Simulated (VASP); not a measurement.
# AlB2Sb3 (Imm2) in VASP: further runs

Runs on AlB2Sb3. Level: PBE. Tasks: relaxation of cell and atoms.

All numbers are computed with VASP 6.6.1; they aren't measurements. Logs are shortened: lines on timing, memory, paths and dates and some standing lists are left out, and cuts for length are marked.

**1. The structure**

It takes space group Imm2 (No. 44, orthorhombic). The conventional cell has a = 3.924 Å, b = 11.890 Å, c = 5.656 Å, α = 90.00°, β = 90.00°, γ = 90.00°. Al (site symmetry mm2) is surrounded by 4 Sb at 2.62 to 2.68 Å. B (site symmetry m) is surrounded by 4 Sb at 2.31 to 2.35 Å. Sb (site symmetry m) is surrounded by 3 B at 2.31 to 2.35 Å. Sb (site symmetry mm2) has 2 B at 2.31 Å and 2 Al at 2.62 Å as nearest neighbours.

The cell was built by a generator and needn't be a form met in nature.

**2. Relaxation of cell and atoms, PBE**

The input, INCAR:

```
SYSTEM = AlB2Sb3
PREC = Accurate
ENCUT = 520
EDIFF = 1E-6
ISMEAR = 0
SIGMA = 0.1
LREAL = .FALSE.
LASPH = .TRUE.
NELM = 120
ALGO = Normal
ISIF = 3
LWAVE = .FALSE.
LCHARG = .FALSE.
GGA = PE
IBRION = 2
NSW = 90
EDIFFG = -0.01
KPAR = 8
```

The input, KPOINTS:

```
Automatic mesh
0
G
  10 10 10
  0 0 0
```

The input, POSCAR:

```
AlB2Sb3
1.0
   -1.9620000000      5.9450000000      2.8280000000
    1.9620000000     -5.9450000000      2.8280000000
    1.9620000000      5.9450000000     -2.8280000000
Al B Sb
1 2 3
Direct
    0.0024752500      0.0024752500      0.0000000000
    0.3306913100      0.0015912300      0.3291000800
    0.6724911500      0.0015912300      0.6708999200
    0.4583932700      0.2738684600      0.1845248100
    0.0893436500      0.2738684600      0.8154751900
    0.6964285700      0.1964285700      0.5000000000
```

Potentials or basis: VASP PAW PBE potentials, release 64 (Al, B, Sb).

On the command line:

```console
$ cat potpaw_PBE.64/Al/POTCAR potpaw_PBE.64/B/POTCAR potpaw_PBE.64/Sb/POTCAR > POTCAR
$ mpirun -np 8 vasp_std > vasp.out
```

OUTCAR:

```text
SYSTEM = AlB2Sb3
   PREC = Accurate
   ENCUT = 520
   EDIFF = 1E-6
   ISMEAR = 0
   LREAL = .FALSE.
   LASPH = .TRUE.
   NELM = 120
   ISIF = 3
   GGA = PE
   IBRION = 2
   NSW = 90
   EDIFFG = -0.01

 ion  position               nearest neighbor table
   1  0.002  0.002  0.000-   6 2.62   6 2.62   4 2.68   5 2.68
   2  0.331  0.002  0.329-   4 2.31   6 2.31   5 2.35   5 2.35
   3  0.672  0.002  0.671-   5 2.31   6 2.31   4 2.35   4 2.35
   4  0.458  0.274  0.185-   2 2.31   3 2.35   3 2.35   1 2.68   6 3.78   5 3.78   5 3.78   5 3.78
                             5 3.78
   5  0.089  0.274  0.815-   3 2.31   2 2.35   2 2.35   1 2.68   6 3.78   4 3.78   4 3.78   4 3.78
                             4 3.78
   6  0.696  0.196  0.500-   3 2.31   2 2.31   1 2.62   1 2.62   5 3.78   4 3.78

  LATTYP: Found a body centered orthorhombic cell.
 ALAT       =     3.9240000000
 B/A-ratio  =     1.4413863405
 C/A-ratio  =     3.0300713558

  Lattice vectors:

 A1 = (  -1.9620000000,   5.9450000000,  -2.8280000000)
 A2 = (   1.9620000000,   5.9450000000,   2.8280000000)
 A3 = (   1.9620000000,  -5.9450000000,  -2.8280000000)

Analysis of symmetry for initial positions (statically):
=====================================================================
 Subroutine PRICEL returns:
 Original cell was already a primitive cell.

 Routine SETGRP: Setting up the symmetry group for a
 body centered orthorhombic supercell.

 Subroutine GETGRP returns: Found  4 space group operations
 (whereof  4 operations were pure point group operations)
 out of a pool of  8 trial point group operations.

The static configuration has the point symmetry C_2v.

Analysis of symmetry for dynamics (positions and initial velocities):
=====================================================================
 Subroutine PRICEL returns:
 Original cell was already a primitive cell.

 Routine SETGRP: Setting up the symmetry group for a
 body centered orthorhombic supercell.

 Subroutine GETGRP returns: Found  4 space group operations
 (whereof  4 operations were pure point group operations)
 out of a pool of  8 trial point group operations.

The dynamic configuration has the point symmetry C_2v.

 Subroutine INISYM returns: Found  4 space group operations
 (whereof  4 operations are pure point group operations),
 and found     1 'primitive' translations

----------------------------------------------------------------------------------------

                                     Primitive cell

  volume of cell :     131.9442

  direct lattice vectors                    reciprocal lattice vectors
    -1.962000000  5.945000000  2.828000000     0.000000000  0.084104289  0.176803395
     1.962000000 -5.945000000  2.828000000     0.254841998  0.000000000  0.176803395
     1.962000000  5.945000000 -2.828000000     0.254841998  0.084104289  0.000000000

  length of vectors
     6.869501656  6.869501656  6.869501656     0.195788079  0.310167510  0.268361650

  position of ions in fractional coordinates (direct lattice)
     0.002475250  0.002475250  0.000000000
     0.330691310  0.001591230  0.329100080
     0.672491150  0.001591230  0.670899920
     0.458393270  0.273868460  0.184524810
     0.089343650  0.273868460  0.815475190
     0.696428570  0.196428570  0.500000000

  ion indices of the primitive-cell ions
   primitive index   ion index
                 1           1
                 2           2
                 3           3
                 4           4
                 5           5
                 6           6

----------------------------------------------------------------------------------------

 KPOINTS: Automatic mesh

Automatic generation of k-mesh.
 Grid dimensions read from file:
 generate k-points for:   10   10   10

 Generating k-lattice:

  Cartesian coordinates                     Fractional coordinates (reciprocal lattice)
     0.000000000  0.008410429  0.017680339     0.100000000  0.000000000 -0.000000000
     0.025484200  0.000000000  0.017680339     0.000000000  0.100000000  0.000000000
     0.025484200  0.008410429  0.000000000    -0.000000000  0.000000000  0.100000000

  Length of vectors
     0.019578808  0.031016751  0.026836165

  Shift w.r.t. Gamma in fractional coordinates (k-lattice)
     0.000000000  0.000000000  0.000000000

 Subroutine IBZKPT returns following result:
 ===========================================

 Found    171 irreducible k-points:

 Following reciprocal coordinates:
            Coordinates               Weight
  0.000000  0.000000  0.000000      1.000000
  0.100000 -0.000000  0.000000      4.000000
  0.200000 -0.000000  0.000000      4.000000
  0.300000  0.000000 -0.000000      4.000000
  0.400000  0.000000  0.000000      4.000000
  0.500000  0.000000  0.000000      2.000000
[... 16 lines left out ...]
 -0.400000  0.200000  0.000000      8.000000
 -0.300000  0.200000  0.000000      8.000000
 [... further k-points ...]
   k-points           NKPTS =    171   k-points in BZ     NKDIM =    171   number of bands    NBANDS=     16
   number of dos      NEDOS =    301   number of ions     NIONS =      6
   total plane-waves  NPLWV = 157464
   dimension x,y,z NGX =    54 NGY =   54 NGZ =   54
   dimension x,y,z NGXF=   108 NGYF=  108 NGZF=  108
   ions per type =               1   2   3
   NGX,Y,Z   is equivalent  to a cutoff of  13.07, 13.07, 13.07 a.u.
   NGXF,Y,Z  is equivalent  to a cutoff of  26.14, 26.14, 26.14 a.u.
 SYSTEM =  AlB2Sb3
   PREC   = accura    normal or accurate (medium, high low for compatibility)
   ISTART =      0    job   : 0-new  1-cont  2-samecut
   ICHARG =      2    charge: 1-file 2-atom 10-const
   ISPIN  =      1    spin polarized calculation?
   LNONCOLLINEAR =      F non collinear calculations
   LSORBIT =      F    spin-orbit coupling
   LASPH  =      T    aspherical Exc in radial PAW
   ENCUT  =  520.0 eV  38.22 Ry    6.18 a.u.  12.77 12.77 12.77*2*pi/ulx,y,z
   NELM   =    120;   NELMIN=  2; NELMDL= -5     # of ELM steps
   EDIFF  = 0.1E-05   stopping-criterion for ELM
   LREAL  =      F    real-space projection
   EDIFFG = -.1E-01   stopping-criterion for IOM
   NSW    =     90    number of steps for IOM
   IBRION =      2    ionic relax: 0-MD 1-quasi-New 2-CG
   NFREE  =      1    steps in history (QN), initial steepest desc. (CG)
   ISIF   =      3    stress and relaxation
   ISYM   =      2    0-nonsym 1-usesym 2-fastsym
   POTIM  = 0.5000    time-step for ionic-motion
   TEBEG  =    0.0;   TEEND  =   0.0 temperature during run
   PSTRESS=    0.0 pullay stress
   NELECT =      24.0000    total number of electrons
   NUPDOWN=      -1.0000    fix difference up-down
   EMIN   =  10.00;   EMAX   =-10.00  energy-range for DOS
   EFERMI =   0.00;   METHOD = LEGACY
   ISMEAR =     0;   SIGMA  =   0.10  broadening in eV -4-tet -1-fermi 0-gaus
   EFERMI_NEDOS =   21; number of points for ismear=-14 and -15
   IALGO  =     38    algorithm
   IMIX   =      4    mixing-type and parameters
     AMIX     =   0.40;   BMIX     =  1.00
     AMIX_MAG =   1.60;   BMIX_MAG =  1.00
  volume/ion in A,a.u.               =      21.99       148.40
  Fermi-wavevector in a.u.,A,eV,Ry     =   0.927574  1.752860 11.706361  0.860393
  Thomas-Fermi vector in A             =   2.053658
   LORBIT       =      0    0 simple, 1 ext, 2 COOP (PROOUT), +10 PAW based schemes
   GGA     = PE    functional components
   LHFCALC =     F    Hartree Fock is set to
   AEXX    =    0.0000 exact exchange contribution
   IVDW    =     0    specifies the selected vdW correction
   LEPSILON=     F    determine dielectric tensor
   LRPA    =     F    only Hartree local field effects (RPA)
 conjugate gradient relaxation of ions
 non-spin polarized calculation
 Gauss-broadening in eV      SIGMA  =   0.10
  energy-cutoff  :      520.00
  volume of cell :      131.94
 maximum number of plane-waves:      3576
 NGX is ok and might be reduce to    54
   NGX = 25   NGY = 25   NGZ = 25

--------------------------------------- Ionic step        1  -------------------------------------------

 number of electron      23.9999999 magnetization

 Free energy of the ion-electron system (eV)
  ---------------------------------------------------
  ext. energy  EPLUGINS =         0.00000000
  ---------------------------------------------------
  free energy    TOTEN  =       -27.68701750 eV

  energy without entropy =      -27.68693963  energy(sigma->0) =      -27.68697856

------------------------ aborting loop because EDIFF is reached ----------------------------------------

  FORCE on cell =-STRESS in cart. coord.  units (eV):
  Direction    XX          YY          ZZ          XY          YZ          ZX
  --------------------------------------------------------------------------------------
  -------------------------------------------------------------------------------------
  Total       -0.2608298     -0.0520727     -0.0168695      0.0000000      0.0000000      0.0000000
  in kB       -3.1672151     -0.6323106     -0.2048442      0.0000000      0.0000000      0.0000000
  external PRESSURE =      -1.3347900 kB  Pullay stress =       0.0000000 kB
[... 225 lines left out ...]
  energy  without entropy=      -27.6879924505  energy(sigma->0) =      -27.68803074

--------------------------------------- Ionic step        7  -------------------------------------------

 number of electron      24.0000000 magnetization

 Free energy of the ion-electron system (eV)
  ---------------------------------------------------
  ext. energy  EPLUGINS =         0.00000000
  ---------------------------------------------------
  free energy    TOTEN  =       -27.68808678 eV

  energy without entropy =      -27.68801334  energy(sigma->0) =      -27.68805006

 E-fermi :   6.9016     XC(G=0):  -9.4506

 val. band max:        6.7796754291   @ k =   0.0000   0.0000   0.0000
 cond. band min:       7.0378142398   @ k =  -0.4000  -0.4000   0.4000
 fundamental gap:      0.2581388107
 Fermi energy:         6.9016175714

 k-point     1 :       0.0000    0.0000    0.0000
  band No.  band energies     occupation
      1      -6.1775      2.00000
      2      -3.3064      2.00000
      3      -3.2268      2.00000
      4      -1.1050      2.00000
      5       0.6002      2.00000
      6       1.7038      2.00000
[... 8 lines left out ...]
     15       8.7250      0.00000
     16       9.0466      0.00000
[... 420 lines left out ...]
  band No.  band energies     occupation
      1      -5.7344      2.00000
      2      -3.5251      2.00000
      3      -2.9815      2.00000
      4      -0.9311      2.00000
      5       0.4728      2.00000
      6       2.0639      2.00000
[... 8 lines left out ...]
     15       9.0832      0.00000
     16       9.5921      0.00000

 [... further k-points ...]

------------------------ aborting loop because EDIFF is reached ----------------------------------------

  FORCE on cell =-STRESS in cart. coord.  units (eV):
  Direction    XX          YY          ZZ          XY          YZ          ZX
  --------------------------------------------------------------------------------------
  -------------------------------------------------------------------------------------
  Total        0.0064449     -0.0172100     -0.0068171      0.0000000      0.0000000      0.0000000
  in kB        0.0783926     -0.2093337     -0.0829195      0.0000000      0.0000000      0.0000000
  external PRESSURE =      -0.0712869 kB  Pullay stress =       0.0000000 kB
[... 21 lines left out ...]
  FREE ENERGIE OF THE ION-ELECTRON SYSTEM (eV)
  ---------------------------------------------------
  free  energy   TOTEN  =       -27.6880867819 eV

  energy  without entropy=      -27.6880133390  energy(sigma->0) =      -27.68805006

 reached required accuracy - stopping structural energy minimisation
```

Wall time 3.7 min (8 MPI ranks of AMD EPYC 9R45 (Zen 5), shared host); peak memory 0.7 GiB.

Results:

```yaml
Free_energy: -27.6881 eV
Relaxed_volume: 21.95 Å³/atom
Relaxed_cell: a = 6.865 Å, b = 6.865 Å, c = 6.865 Å, α = 146.86°, β = 60.19°, γ = 131.29°
Space_group_after_relaxing_to_0.05_Å: Imm2 (No. 44)
Energy_gained_by_relaxing: 0.2 meV/atom
Ionic_steps: 7
Pressure_after_relaxing: 0.0 GPa
Largest_force_after_relaxing: 0.010 eV/Å
Band_gap_on_the_k_mesh: 0.26 eV, indirect (least direct gap 0.55 eV)
```

Forces on the atoms (eV/Å):
```
Al   0.000  0.000  0.003
B    0.000  0.004  0.003
B    0.000 -0.004  0.003
Sb   0.000 -0.003  0.001
Sb   0.000  0.003  0.001
Sb   0.000  0.000 -0.010
```

Step by step:
| step | energy change (eV) | largest force (eV/Å) | pressure (GPa) | volume (Å³) |
| --- | --- | --- | --- | --- |
| 1 | 0.0000 | 0.0639 | -0.13 | 131.94 |
| 2 | -0.0007 | 0.0369 | 0.06 | 131.59 |
| 3 | -0.0007 | 0.0350 | 0.08 | 131.55 |
| 4 | -0.0010 | 0.0152 | 0.02 | 131.66 |
| 5 | -0.0010 | 0.0232 | 0.00 | 131.70 |
| 6 | -0.0011 | 0.0122 | 0.00 | 131.71 |
| 7 | -0.0011 | 0.0096 | -0.01 | 131.72 |

Final structure:
```
CELL_PARAMETERS angstrom
-1.95813 5.93982 2.83125
1.95813 -5.93982 2.83125
1.95813 5.93982 -2.83125
ATOMIC_POSITIONS crystal
Al 0.00196 0.00196 0.00000
B 0.33005 0.00166 0.32839
B 0.67327 0.00166 0.67161
Sb 0.45811 0.27407 0.18404
Sb 0.09003 0.27407 0.81596
Sb 0.69640 0.19640 0.50000
```

Caveat: spin-orbit coupling is left out, which moves the levels of the heavy elements.

**3. Relaxation of cell and atoms, PBE**

INCAR, as its differences from that of step 2:

```diff
@@ -3,3 +3,3 @@
 ENCUT = 520
-EDIFF = 1E-6
+EDIFF = 1E-7
 ISMEAR = 0
@@ -15,4 +15,5 @@
 IBRION = 2
-NSW = 90
-EDIFFG = -0.01
+NSW = 60
+EDIFFG = -0.005
+POTIM = 0.3
 KPAR = 8
```

KPOINTS is that of step 2.

The input, POSCAR:

```
AlB2Sb3                                 
1.0
   -1.9581272601      5.9398215793      2.8312500212
    1.9581272601     -5.9398215793      2.8312500212
    1.9581272601      5.9398215793     -2.8312500212
  Al              B               Sb            
     1     2     3
Direct
     0.0019628958144707    0.0019628958144707    0.0000000000000000
     0.3300511643947076    0.0016628367862375    0.3283883276084772
     0.6732745091777601    0.0016628367862375    0.6716116723915229
     0.4581057454298945    0.2740654424619989    0.1840403029678954
     0.0900251394941036    0.2740654424619989    0.8159596970321047
     0.6964037456890719    0.1964037456890721    0.5000000000000000
```

Potentials or basis: VASP PAW PBE potentials, release 64 (Al, B, Sb).

On the command line:

```console
$ cat potpaw_PBE.64/Al/POTCAR potpaw_PBE.64/B/POTCAR potpaw_PBE.64/Sb/POTCAR > POTCAR
$ mpirun -np 8 vasp_std > vasp.out
```

Run time: 1.7 min. Hardware: 8 MPI ranks of AMD EPYC 9R45 (Zen 5), shared host; peak memory 0.68 GiB.

Results (log left out):

* Free energy: -27.6881 eV
* Relaxed volume: 21.95 Å³/atom
* Relaxed cell: a = 6.865 Å, b = 6.865 Å, c = 6.865 Å, α = 146.85°, β = 60.19°, γ = 131.29°
* Space group after relaxing (to 0.05 Å): Imm2 (No. 44)
* Energy gained by relaxing: 0.0 meV/atom
* Ionic steps: 2
* Pressure after relaxing: 0.0 GPa
* Largest force after relaxing: 0.004 eV/Å
* Band gap on the k mesh: 0.26 eV, indirect (least direct gap 0.55 eV)

Forces in eV/Å, atoms in the order of the input:
```
Al   0.000  0.000 -0.001
B    0.000  0.002  0.001
B    0.000 -0.002  0.001
Sb   0.000 -0.001  0.001
Sb   0.000  0.001  0.001
Sb   0.000  0.000 -0.004
```

Final structure:
```
CELL_PARAMETERS angstrom
-1.95814 5.93936 2.83114
1.95814 -5.93936 2.83114
1.95814 5.93936 -2.83114
ATOMIC_POSITIONS crystal
Al 0.00198 0.00198 0.00000
B 0.33008 0.00168 0.32840
B 0.67328 0.00168 0.67160
Sb 0.45810 0.27407 0.18403
Sb 0.09004 0.27407 0.81597
Sb 0.69636 0.19636 0.50000
```

Levels at points of the mesh, in eV from the valence-band top:
```tsv
k point	band 10	band 11	band 12	band 13	band 14	band 15
(0.00, 0.00, 0.00)	-0.52	-0.50	0.00	0.86	0.86	1.95
(0.50, 0.00, 0.00)	-2.47	-1.65	-0.72	0.53	1.24	2.12
(0.00, 0.50, 0.00)	-3.28	-1.88	-1.70	0.68	2.44	2.65
(0.50, 0.50, 0.00)	-3.41	-2.70	-2.63	0.37	0.52	2.27
(0.50, 0.50, 0.50)	-2.30	-1.51	-0.24	0.31	0.57	1.65
```

Caveat: spin-orbit coupling is left out, which moves the levels of the heavy elements. PBE gaps usually lie below the measured ones, often by a third to a half.
